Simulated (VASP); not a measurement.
VASP ran on this input.

File KPOINTS:
```
Automatic mesh
0
G
 5 5 5
0 0 0
```

**POSCAR**
```
RbBr
1
    0.0000000000     3.5139000000     3.5139000000
    3.5139000000     0.0000000000     3.5139000000
    3.5139000000     3.5139000000     0.0000000000
Rb Br
1 1
Direct
  0.0000000000   0.0000000000   0.0000000000
  0.5000000000   0.5000000000   0.5000000000
```

**INCAR**
```
! general
SYSTEM   =  RbBr
PREC     =  Accurate
ENCUT    =  400
LREAL    =  .False.   ! projection in real space or not
LASPH    =  .True.

! electronic loop
EDIFF    =  1E-6   ! SCF stop (eV)
NELM     =  100
ALGO     =  Normal
LMAXMIX  =  4   ! l cut-off of mixed one-centre charges

! smearing
ISMEAR   =  0   ! Gaussian
SIGMA    =  0.05   ! width (eV)

! functional
GGA      =  PE   ! PBE

! ions
ISIF     =  2

! output
LWAVE    =  .False.
LCHARG   =  .False.
```

POTCAR, in this order: Rb_sv Br (PBE.64 set). Program: vasp_std.

**Question.** Translate this PBE calculation to Quantum ESPRESSO's pw.x.

**Answer.** One equivalent input (not run):
```
&CONTROL
  calculation = 'scf'
  pseudo_dir = './pseudo'
  outdir = './out'
  tprnfor = .true.
  tstress = .true.
/
&SYSTEM
  ibrav = 0
  nat = 2
  ntyp = 2
  ecutwfc = 46.3
  occupations = 'smearing'
  smearing = 'gaussian'
  degauss = 0.003675
  input_dft = 'pbe'
/
&ELECTRONS
  conv_thr = 7.3e-08
  electron_maxstep = 100
/
ATOMIC_SPECIES
  Rb 85.468 Rb.upf
  Br 79.904 Br.upf
CELL_PARAMETERS angstrom
     0.0000000    3.5139000    3.5139000
     3.5139000    0.0000000    3.5139000
     3.5139000    3.5139000    0.0000000
ATOMIC_POSITIONS crystal
  Rb   0.0000000  0.0000000  0.0000000
  Br   0.5000000  0.5000000  0.5000000
K_POINTS automatic
  5 5 5 0 0 0
```
What does not carry over: the potentials are each code's own (VASP's PAW set, PseudoDojo norm-conserving files in pw.x), so ENCUT and ecutwfc are chosen apart and not converted; conv_thr bounds pw.x's estimated SCF error, while EDIFF bounds the energy change between steps.

The compound is RbBr in the rock salt structure. The cell was not relaxed at this level.
